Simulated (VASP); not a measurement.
Input for VASP

KPOINTS:
```
K-points
0
G
5 5 5
```

POSCAR:
```
Ga4BiAs3
1.0
  5.8329139229   0.0000000000   0.0000000000
  0.0000000000   5.8329139229   0.0000000000
  0.0000000000   0.0000000000   5.8329139229
Ga Bi As
4 1 3
Cartesian
  1.5245634565   1.5245634565   1.5245634565
  1.5245634565   4.3083504664   4.3083504664
  4.3083504664   4.3083504664   1.5245634565
  4.3083504664   1.5245634565   4.3083504664
  0.0000000000   5.8329139229   5.8329139229
  2.9164569615   2.9164569615   5.8329139229
  0.0000000000   2.9164569615   2.9164569615
  2.9164569615   5.8329139229   2.9164569615
```

INCAR:
```
# general
SYSTEM  = Ga4BiAs3
PREC    = Accurate
ENCUT   = 400   # plane-wave cut-off (eV)
LREAL   = .False.
LASPH   = .True.

# electronic loop
EDIFF   = 1E-6
NELM    = 100   # most electronic steps
ALGO    = Normal   # blocked Davidson
LMAXMIX = 4
LMIXTAU = .True.

# smearing
ISMEAR  = 1   # Methfessel-Paxton
SIGMA   = 0.1   # width (eV)

# functional
METAGGA = R2SCAN

# ions
IBRION  = 2   # conjugate gradients
NSW     = 60   # most ionic steps
ISIF    = 3
EDIFFG  = -0.02

# output
LWAVE   = .False.
LCHARG  = .False.
```

POTCAR, in this order: Ga_d Bi_d As (PBE.64 set). Program: vasp_std.

Task: Write an equivalent input for Ansatz.

Result: One equivalent input (not run):
Ansatz 0.2 input:
```yaml
crystal:
  lattice:
    - [5.8329139, 0.0000000, 0.0000000]
    - [0.0000000, 5.8329139, 0.0000000]
    - [0.0000000, 0.0000000, 5.8329139]
  atoms:
    - { symbol: Ga, position: [0.2613725, 0.2613725, 0.2613725] }
    - { symbol: Ga, position: [0.2613725, 0.7386275, 0.7386275] }
    - { symbol: Ga, position: [0.7386275, 0.7386275, 0.2613725] }
    - { symbol: Ga, position: [0.7386275, 0.2613725, 0.7386275] }
    - { symbol: Bi, position: [0.0000000, 1.0000000, 1.0000000] }
    - { symbol: As, position: [0.5000000, 0.5000000, 1.0000000] }
    - { symbol: As, position: [0.0000000, 0.5000000, 0.5000000] }
    - { symbol: As, position: [0.5000000, 1.0000000, 0.5000000] }
kpoints:
  mp_grid: { grid: [5, 5, 5] }
hamiltonian:
  xc: r2scan
  pseudopotentials: { kind: paw }
scf:
  occupations: { method: methfessel_paxton, width: 0.1 }
  max_iter: 100
relax:
  max_steps: 60
  f_tol: 0.02
  cell: {}
output: { forces: true, stress: true, eigenvalues: true }
```
What does not carry over: each code has its own PAW files, so the cut-off isn't converted (ENCUT is set for VASP's; basis.ecutwfc is left out, and Ansatz then takes the one that its files recommend); Ansatz stops its SCF on the density residual and VASP on the energy change (EDIFF).

The structure comes from a computed database's Ga4BiAs3 entry (P-43m); how it stands against other phases isn't given here. It was relaxed first, which changed the volume by -5 %. The start is the result of an earlier pass.
